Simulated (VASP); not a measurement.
Calculation: LDA (Ceperley-Alder, Perdew-Zunger), VASP's LDA PAW potentials (set 64) (plane waves; VASP).

Input for VASP

### POSCAR
```
BaZrO3
1
    4.1598020681     0.0000000000     0.0000000000
    0.0000000000     4.1598020681     0.0000000000
    0.0000000000     0.0000000000     4.1598020681
Ba Zr O
1 1 3
Direct
  0.0000000000   0.0000000000   0.0000000000
  0.5000000000   0.5000000000   0.5000000000
  0.5000000000   0.0000000000   0.5000000000
  0.0000000000   0.5000000000   0.5000000000
  0.5000000000   0.5000000000   0.0000000000
```

File KPOINTS:
```
Automatic mesh
0
Gamma
7 7 7
0 0 0
```

### INCAR
```
NELM  =  100
LREAL  =  .False.   ! projection in real space or not
ALGO  =  Normal
ENCUT  =  520   ! plane-wave cut-off (eV)
LMAXMIX  =  4
LCHARG  =  .False.
LASPH  =  .True.   ! aspherical one-centre terms
ISMEAR  =  0   ! Gaussian
EDIFF  =  1E-7   ! SCF stop (eV)
SIGMA  =  0.01   ! width (eV)
LOPTICS  =  .True.
SYSTEM  =  BaZrO3
NBANDS  =  72
NEDOS  =  1001
PREC  =  Accurate
LWAVE  =  .False.
CSHIFT  =  0.1
```

POTCAR, in this order: Ba_sv Zr_sv O (LDA.64 set). Program: vasp_std.

What VASP printed:

File OSZICAR:
```
       N       E                     dE             d eps       ncg     rms          rms(c)
DAV:   1     0.290093327770E+03    0.29009E+03   -0.17662E+04  2880   0.546E+02
DAV:   2    -0.370528696658E+02   -0.32715E+03   -0.30760E+03  3328   0.191E+02
DAV:   3    -0.525838195741E+02   -0.15531E+02   -0.15099E+02  4160   0.343E+01
DAV:   4    -0.530713998867E+02   -0.48758E+00   -0.48658E+00  3520   0.405E+00
DAV:   5    -0.530746032986E+02   -0.32034E-02   -0.32033E-02  3392   0.323E-01    0.321E+01
DAV:   6    -0.461231079261E+02    0.69515E+01   -0.69425E+00  3352   0.147E+01    0.125E+01
DAV:   7    -0.458339906458E+02    0.28912E+00   -0.96478E-01  3392   0.335E+00    0.994E+00
DAV:   8    -0.457769256910E+02    0.57065E-01   -0.37946E-01  3584   0.250E+00    0.462E+00
DAV:   9    -0.457417694160E+02    0.35156E-01   -0.42310E-02  3336   0.929E-01    0.453E-01
DAV:  10    -0.457415515576E+02    0.21786E-03   -0.31695E-03  3600   0.241E-01    0.205E-01
DAV:  11    -0.457415518585E+02   -0.30092E-06   -0.33557E-04  3408   0.680E-02    0.306E-02
DAV:  12    -0.457415479703E+02    0.38881E-05   -0.14954E-05  3432   0.147E-02    0.199E-02
DAV:  13    -0.457415480026E+02   -0.32244E-07   -0.15717E-06  3576   0.466E-03    0.326E-03
DAV:  14    -0.457415480033E+02   -0.74760E-09   -0.82893E-08  3112   0.103E-03
   1 F= -.45741548E+02 E0= -.45741548E+02  d E =-.210234E-30
 imaginary and real dielectric function
```

### OUTCAR
```
------------------------ aborting loop because EDIFF is reached ----------------------------------------
  FORCE on cell =-STRESS in cart. coord.  units (eV):
  Direction    XX          YY          ZZ          XY          YZ          ZX
  --------------------------------------------------------------------------------------
  Total       -0.0319457     -0.0319457     -0.0319457      0.0000000      0.0000000      0.0000000
  in kB       -0.7110580     -0.7110580     -0.7110580      0.0000000      0.0000000      0.0000000
  external PRESSURE =      -0.7110580 kB  Pullay stress =       0.0000000 kB
  volume of cell :       71.98
      direct lattice vectors                 reciprocal lattice vectors
     4.159802068  0.000000000  0.000000000     0.240396053  0.000000000  0.000000000
     0.000000000  4.159802068  0.000000000     0.000000000  0.240396053  0.000000000
     0.000000000  0.000000000  4.159802068     0.000000000  0.000000000  0.240396053
 POSITION                                       TOTAL-FORCE (eV/Angst)
 -----------------------------------------------------------------------------------
      0.00000      0.00000      0.00000         0.000000      0.000000      0.000000
      2.07990      2.07990      2.07990         0.000000      0.000000      0.000000
      2.07990      0.00000      2.07990         0.000000      0.000000      0.000000
      0.00000      2.07990      2.07990         0.000000      0.000000      0.000000
      2.07990      2.07990      0.00000         0.000000      0.000000      0.000000
 -----------------------------------------------------------------------------------
    total drift:                                0.000000     -0.000000     -0.000000
  FREE ENERGIE OF THE ION-ELECTRON SYSTEM (eV)
  ---------------------------------------------------
  free  energy   TOTEN  =       -45.7415480033 eV

  energy  without entropy=      -45.7415480033  energy(sigma->0) =      -45.74154800

 plasma frequency squared (from intraband transitions) (eV^2)
  --------------------------------------------------------------------------------------
       0.000      -0.000       0.000
      -0.000       0.000      -0.000
       0.000      -0.000       0.000

 plasma frequency squared (from interband transitions, int dw w eps(2)(w)) (eV^2)
  --------------------------------------------------------------------------------------
     607.140       0.000       0.000      -0.000      -0.000      -0.000
       0.000       0.000     607.140       0.000       0.000      -0.000
      -0.000       0.000       0.000       0.000     607.140       0.000
```
(Selected blocks of OUTCAR.)

The compound is BaZrO3 in the cubic perovskite structure. It was relaxed first.
